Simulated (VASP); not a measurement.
Data:

```
TlBr
1.0
    4.03437     0.00000     0.00000
    0.00000     4.03437     0.00000
    0.00000     0.00000     4.03437
Tl Br
1 1
Cartesian
  0.00000   0.00000   0.00000
  2.01718   2.01718   2.01718
```

The numbers are results of PW91 GGA, VASP's PBE PAW potentials (set 64) (plane waves; VASP), not measurements. Numerical set-up: 520 eV cut-off, Gaussian smearing of 0.050 eV, potentials Tl_d Br.

Unless said otherwise, spin-orbit coupling is left out, though it shifts the bands of the heavy elements here.

Q: Give the energies of bands 7 to 13 at the high-symmetry points, in eV from the valence-band maximum.

A: 
| band | Γ | X | M | R |
|---|---|---|---|---|
| 7 | -4.56 | -5.31 | -3.67 | -2.77 |
| 8 | -1.14 | -0.68 | -2.67 | -1.73 |
| 9 | -1.14 | -0.68 | -2.67 | -1.73 |
| 10 | -1.14 | 0.00 | -0.60 | -1.73 |
| 11 | 7.06 | 1.94 | 4.81 | 2.28 |
| 12 | 7.06 | 5.75 | 4.81 | 2.28 |
| 13 | 7.06 | 5.75 | 7.23 | 2.28 |

The gap is direct, 1.94 eV, from the valence maximum at X to the conduction minimum at X.

The compound is TlBr in the CsCl type structure. It was relaxed first.
